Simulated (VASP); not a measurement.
Input of a VASP 6.6.1 run:

INCAR

```
SYSTEM = Sb
ALGO = Fast
EDIFF = 1E-7
ENCUT = 520
GGA = PE
ICORELEVEL = 1
ISIF = 2
ISMEAR = 0
IVDW = 12
LASPH = .True.
LCHARG = .False.
LREAL = .False.
LWAVE = .False.
NBANDS = 12
NELM = 80
PREC = Accurate
SIGMA = 0.03
```

KPOINTS

```
k-points
0
Gamma
  9 9 7
  0 0 0
```

Contents of POSCAR:

```
Sb                                      
1.0
    2.1625869059      1.2485701364      3.6720202478
   -2.1625869059      1.2485701364      3.6720202478
    0.0000000000     -2.4971402631      3.6720202479
  Sb            
     2
Direct
     0.2366305821926468    0.2366305821926468    0.2366305821926397
     0.7633694178073532    0.7633694178073532    0.7633694178073603
```

The input KPOINTS_OPT:

```
explicit points
188
Reciprocal
 0.0000000000  0.0000000000  0.0000000000 1
 0.0263157895  0.0000000000  0.0000000000 1
 0.0526315789  0.0000000000  0.0000000000 1
 0.0789473684  0.0000000000  0.0000000000 1
 0.1052631579  0.0000000000  0.0000000000 1
 0.1315789474  0.0000000000  0.0000000000 1
[... 180 lines left out ...]
 0.6298282751  0.6298282751  0.2403434497 1
 0.6298282751  0.3701717249  0.0000000000 1
```

Potentials or basis: VASP PAW PBE potentials, release 64 (Sb).

Run with:

```console
$ cat potpaw_PBE.64/Sb/POTCAR > POTCAR
$ mpirun -np 1 vasp_std > vasp.out
```

Task: Predict the band gap along the path.

Result: None (metal or under the smearing width).

Task: Predict the largest force.

Result: 0.005 eV/Å.

Levels at the corners of the path, in eV from the Fermi level:
```csv
point,band 1,band 2,band 3,band 4,band 5,band 6,band 7,band 8,band 9,band 10
Γ,-12.71,-4.65,-1.93,-1.79,-1.79,2.42,2.88,2.88,4.96,4.96
L,-10.28,-9.69,-1.69,-1.51,-0.29,-0.12,0.27,0.28,7.95,8.59
L,-10.28,-9.69,-1.69,-1.51,-0.29,-0.12,0.27,0.28,7.95,8.59
B1,-9.68,-9.05,-5.01,-4.90,-0.51,0.61,4.73,4.77,6.15,6.23
B,-9.68,-9.05,-5.01,-4.90,-0.51,0.61,4.73,4.77,6.15,6.23
Z,-10.92,-9.14,-1.21,-1.21,-0.40,-0.05,-0.05,0.95,7.41,8.86
Z,-10.92,-9.14,-1.21,-1.21,-0.40,-0.05,-0.05,0.95,7.41,8.86
Γ,-12.71,-4.65,-1.93,-1.79,-1.79,2.42,2.88,2.88,4.96,4.96
Γ,-12.71,-4.65,-1.93,-1.79,-1.79,2.42,2.88,2.88,4.96,4.96
X,-9.77,-9.06,-5.33,-3.15,-2.85,2.89,3.41,4.08,6.15,7.38
Q,-9.77,-9.06,-5.33,-3.15,-2.85,2.89,3.41,4.08,6.15,7.38
F,-10.29,-7.83,-5.56,-3.74,-3.70,1.67,5.11,5.49,7.18,8.82
F,-10.29,-7.83,-5.56,-3.74,-3.70,1.67,5.11,5.49,7.18,8.82
P1,-10.05,-8.73,-5.38,-3.22,-2.75,2.76,3.23,4.50,6.27,7.82
P1,-10.05,-8.73,-5.38,-3.22,-2.75,2.76,3.23,4.50,6.27,7.82
Z,-10.92,-9.14,-1.21,-1.21,-0.40,-0.05,-0.05,0.95,7.41,8.86
L,-10.28,-9.69,-1.69,-1.51,-0.29,-0.12,0.27,0.28,7.95,8.59
P,-10.05,-8.73,-5.38,-3.22,-2.75,2.76,3.23,4.50,6.27,7.82
```

Caveat: spin-orbit coupling is left out, which moves the levels of the heavy elements.
